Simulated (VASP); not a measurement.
Write the native input for VASP 6.6.1 that does the following.

| Quantity | Value |
| --- | --- |
| Task | relaxation of the atoms |
| Functional | PBE |
| Potentials or basis | VASP PAW PBE potentials, release 64 (Mo_sv) |
| Cutoff | 600 eV |
| k mesh | 16 × 16 × 16 |
| Occupations | methfessel-paxton, width 0.1 eV |
| Spin | no spin polarisation |
| Further INCAR settings | ALGO = Fast; EDIFF = 1e-07; IBRION = 2; EDIFFG = -0.01; NSW = 40 |

The structure of Mo lies in POSCAR:

```
Mo                                      
1.0
   -1.6118981521      1.6118981521      1.6118981521
    1.6118981521     -1.6118981521      1.6118981521
    1.6118981521      1.6118981521     -1.6118981521
  Mo            
     1
Direct
     0.0000000000000000    0.0000000000000000    0.0000000000000000
```

The cell isn't the ideal one: a relaxed cell with its volume scaled by 1.06.

One way to write it, as run:

INCAR

```
SYSTEM = Mo
PREC     = Accurate       ! precision mode
ENCUT    = 600            ! plane-wave cutoff, eV
EDIFF    = 1E-7           ! SCF threshold, eV
ISMEAR   = 1              ! smearing method
SIGMA    = 0.1            ! smearing width, eV
LREAL    = .FALSE.        ! projectors in reciprocal space
LASPH    = .TRUE.         ! aspherical terms in the spheres
NELM     = 80             ! most SCF steps
ALGO     = Fast           ! electronic algorithm
ISIF     = 2              ! what is computed and relaxed
LWAVE    = .FALSE.        ! write WAVECAR
LCHARG   = .FALSE.        ! write CHGCAR
GGA      = PE             ! functional
IBRION   = 2              ! ionic algorithm
NSW      = 40             ! ionic steps
EDIFFG   = -0.01          ! ionic threshold
```

KPOINTS

```
regular mesh
0
G
  16 16 16
  0 0 0
```

Potentials or basis: VASP PAW PBE potentials, release 64 (Mo_sv).

Command:

```sh
$ cat potpaw_PBE.64/Mo_sv/POTCAR > POTCAR
$ mpirun -np 1 vasp_std > vasp.out
```

It gave:

```
Pressure after relaxing : -13.5 GPa
Band gap on the k mesh  : none (metal or under the smearing width)
```

Caveat: the relaxation stopped at its first step, so nothing moved.

It took 29 s on 1 thread of AMD EPYC 7R13 Processor (Zen 3) (shared host), peak memory 0.13 GiB.
